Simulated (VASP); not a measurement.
# Te2W (relaxed from the baddeleyite structure, space group P2_1/c): computed properties

Method: PBEsol GGA, VASP's PBE PAW potentials (set 64) (plane waves; VASP).

```
Item                                                                                                   Result
----------------------------------  -------------------------------------------------------------------------
space group                                                                                       P2_1/c (14)
cell                                a = 6.680 Å, b = 6.620 Å, c = 6.862 Å, α = 90.00°, β = 99.40°, γ = 90.00°
volume per atom                                                                                 24.95 Å³/atom
band gap (over mesh and band path)                                   none (metal, semimetal or under 0.01 eV)
density                                                                                            9.74 g/cm³
```

```cif
data_Te8W4
_chemical_formula_sum 'W4 Te8'
_space_group_name_H-M_alt 'P 1'
_space_group_IT_number 1
_cell_length_a 6.67953
_cell_length_b 6.61976
_cell_length_c 6.86238
_cell_angle_alpha 90.000
_cell_angle_beta 99.405
_cell_angle_gamma 90.000
loop_
_space_group_symop_operation_xyz
  'x, y, z'
loop_
_atom_site_label
_atom_site_type_symbol
_atom_site_fract_x
_atom_site_fract_y
_atom_site_fract_z
_atom_site_occupancy
W1 W 0.27924 0.04518 0.20071 1
W2 W 0.72076 0.54518 0.29929 1
W3 W 0.72076 0.95482 0.79929 1
W4 W 0.27924 0.45482 0.70071 1
Te1 Te 0.08194 0.34912 0.34097 1
Te2 Te 0.91806 0.84912 0.15903 1
Te3 Te 0.91806 0.65088 0.65903 1
Te4 Te 0.08194 0.15088 0.84097 1
Te5 Te 0.44923 0.76111 0.49358 1
Te6 Te 0.55077 0.26111 0.00642 1
Te7 Te 0.55077 0.23889 0.50642 1
Te8 Te 0.44923 0.73889 0.99358 1
```

Unless said otherwise, spin-orbit coupling is left out, though it shifts the bands of the heavy elements here.

The structure was generated: Te2W was put into the baddeleyite type (P2_1/c), which need not be its known phase. It was relaxed first, which changed the volume by -23 %. Symmetry was kept, so distortions that lower it aren't found.
